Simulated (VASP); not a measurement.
A convergence study with VASP on CuZn (CsCl type): one setting is varied, all else stays as given below, so the limit is that of these other settings.

```
CELL_PARAMETERS angstrom
      2.95000     0.00000     0.00000
      0.00000     2.95000     0.00000
      0.00000     0.00000     2.95000
ATOMIC_POSITIONS crystal
  Zn 0.50000 0.50000 0.50000
  Cu 0.00000 0.00000 0.00000
```

Calculation: PBE GGA, VASP's PBE PAW potentials (set 64) (plane waves; VASP). The tightest run used: 550 eV cut-off, 18×18×18 Monkhorst-Pack mesh, first-order Methfessel-Paxton smearing of 0.10 eV, potentials Zn Cu.

Q: The settings run are 1×1×1 mesh; 2×2×2 mesh; 3×3×3 mesh; 4×4×4 mesh; 5×5×5 mesh; 6×6×6 mesh; 7×7×7 mesh; 8×8×8 mesh; 9×9×9 mesh; 10×10×10 mesh; 11×11×11 mesh; 12×12×12 mesh; 13×13×13 mesh; 14×14×14 mesh; 15×15×15 mesh; 16×16×16 mesh; 17×17×17 mesh; 18×18×18 mesh. From which on does the stress (every component) stay within 0.5 GPa of the tightest run?

A: From 6×6×6 mesh on: it is off by 0.19 there and by no more than 0.5 in any finer run, while 5×5×5 mesh is off by 0.77.
```tsv
setting	E (eV/atom)	pressure (GPa)	irreducible k-points	difference judged (GPa)
1×1×1 mesh	-2.1568	12.58	1	10.28
2×2×2 mesh	-1.2377	9.96	1	7.66
3×3×3 mesh	-2.3180	2.72	4	0.42
4×4×4 mesh	-2.3979	4.35	4	2.05
5×5×5 mesh	-2.5091	3.07	10	0.77
6×6×6 mesh	-2.5377	2.11	10	0.19
7×7×7 mesh	-2.5131	2.17	20	0.13
8×8×8 mesh	-2.4960	2.35	20	0.05
9×9×9 mesh	-2.4984	2.50	35	0.20
10×10×10 mesh	-2.5033	2.29	35	0.01
11×11×11 mesh	-2.5073	2.12	56	0.18
12×12×12 mesh	-2.5075	2.15	56	0.15
13×13×13 mesh	-2.5031	2.33	84	0.03
14×14×14 mesh	-2.5036	2.45	84	0.15
15×15×15 mesh	-2.5059	2.33	120	0.03
16×16×16 mesh	-2.5052	2.35	120	0.05
17×17×17 mesh	-2.5039	2.28	165	0.02
18×18×18 mesh	-2.5046	2.30	165	0.00
```

Left out are rungs that failed or repeat a setting and relaxations that didn't move; long series are thinned to 24 rows.

The compound is CuZn in the CsCl type structure. The cell was not relaxed at this level. The electron count is odd and the run is not spin-polarised, which forces a metal.
